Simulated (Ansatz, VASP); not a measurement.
Given: the input of a run of VASP 6.6.1 on SiF.

Contents of POSCAR:

```
SiF
1.0
    3.0286000000      0.0000000000      0.0000000000
    0.0000000000      3.0286000000      0.0000000000
    0.0000000000      0.0000000000      3.0286000000
Si F
1 1
Direct
    0.5000000000      0.5000000000      0.5000000000
    0.0000000000      0.0000000000      0.0000000000
```

INCAR.step1

```
SYSTEM = SiF
PREC = Accurate ; ENCUT = 520
EDIFF = 1E-5 ; ISMEAR = -1
SIGMA = 0.05 ; LREAL = .False.
LASPH = .True. ; NELM = 100
ALGO = Normal ; ISIF = 2
LWAVE = .True. ; LCHARG = .False.
NBANDS = 12 ; GGA = PE
```

The input INCAR.step2:

```
SYSTEM = SiF
PREC = Accurate ; ENCUT = 520
EDIFF = 1E-7 ; ISMEAR = -1
SIGMA = 0.05 ; LREAL = .False.
LASPH = .True. ; NELM = 100
ALGO = Normal ; ISIF = 2
LWAVE = .False. ; LCHARG = .False.
GGA = PE ; LHFCALC = .True.
HFSCREEN = 0.1 ; AEXX = 0.25
PRECFOCK = Fast ; NBANDS = 12
ISTART = 1
```

File KPOINTS:

```
regular mesh
0
Gamma
  5 5 5
  0 0 0
```

Potentials or basis: VASP PAW PBE potentials, release 64 (Si, F).

Launch:

```bash
$ cat potpaw_PBE.64/Si/POTCAR potpaw_PBE.64/F/POTCAR > POTCAR
$ cp INCAR.step1 INCAR
$ mpirun -np 1 vasp_std > vasp.out
$ cp INCAR.step2 INCAR
$ mpirun -np 1 vasp_std > vasp.out
```

Q: Translate it to Ansatz 0.2.0. Potentials there: Ansatz PAW.

A: As run (the cutoff follows the program's own potentials):

File input.yaml:

```yaml
crystal:
  lattice:
    - [3.0286, 0.0, 0.0]
    - [0.0, 3.0286, 0.0]
    - [0.0, 0.0, 3.0286]
  atoms:
    - { symbol: Si, position: [0.5, 0.5, 0.5] }
    - { symbol: F, position: [0.0, 0.0, 0.0] }
hamiltonian:
  xc: { exchange: pbe, correlation: pbe, exx: { coeff: 0.25, omega: 0.1 } }
  pseudopotentials: { kind: paw }
kpoints:
  mp_grid: { grid: [5, 5, 5] }
scf:
  occupations: { method: fermi_dirac, width: 0.05 }
output:
  forces: true
  stress: true
  eigenvalues: true
```

Potentials or basis: Ansatz PAW.

Launch:

```bash
$ ansatz run input.yaml --threads 2 --pin off --max-ram 5632MiB --backend cpu --events-out ev --progress --plain --runs-dir out
```

Both were run:

|  | VASP | Ansatz | Ansatz less VASP |
| --- | --- | --- | --- |
| gap on the k mesh at the Fermi level (eV) | none | none | - |
| pressure (GPa) | -2.3 | -2.0 | +0.33 |

A gap of «none» marks a metal or a gap that the smearing closes.

Caveats: the k mesh is coarse (spacing up to 0.41 Å⁻¹), so the values aren't converged, least of all with exact exchange; an odd number of electrons without spin polarisation forces a metal; a magnetic or distorted state may lie lower; the PAW data sets were made with another functional, which shifts forces and pressure a little (VASP); the PAW data sets come from PBE, with cores solved anew for the run's functional, which leaves a small shift of forces and pressure (Ansatz); the thresholds are loose for stress (Ansatz).
